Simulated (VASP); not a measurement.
GaP:

```
Ga P
1.0
     0.00000    2.71707    2.71707
     2.71707    0.00000    2.71707
     2.71707    2.71707    0.00000
Ga P
1 1
Direct
  0.00000 0.00000 0.00000
  0.25000 0.25000 0.25000
```

The cell was built by a generator and needn't be a form met in nature.

Program: VASP 6.6.1. Alike in all runs: potentials or basis VASP PAW PBE potentials, release 64 (Ga_d, P); no spin polarisation; cell as given; cutoff (eV) 520; smearing gaussian 0.02 eV. Hardware: 4 MPI ranks on AMD EPYC 9R45 96-Core Processor (Zen 5) (shared host).

Question: Order these runs on this cell by their wall time, lowest first.
A. task electrostatic potential; level HSE06; k mesh 6 × 6 × 6; grid for exact exchange (PRECFOCK) Fast; screening parameter 0.2 1/A
B. task band structure; level HSE06; k mesh 6 × 6 × 6; grid for exact exchange (PRECFOCK) Fast; screening parameter 0.2 1/A
C. task electrostatic potential; level r2SCAN+rVV10; k mesh 10 × 10 × 10

Answer: C (56 s), A (160 s), B (890 s).

Runs at the PBE level aren't shown here.
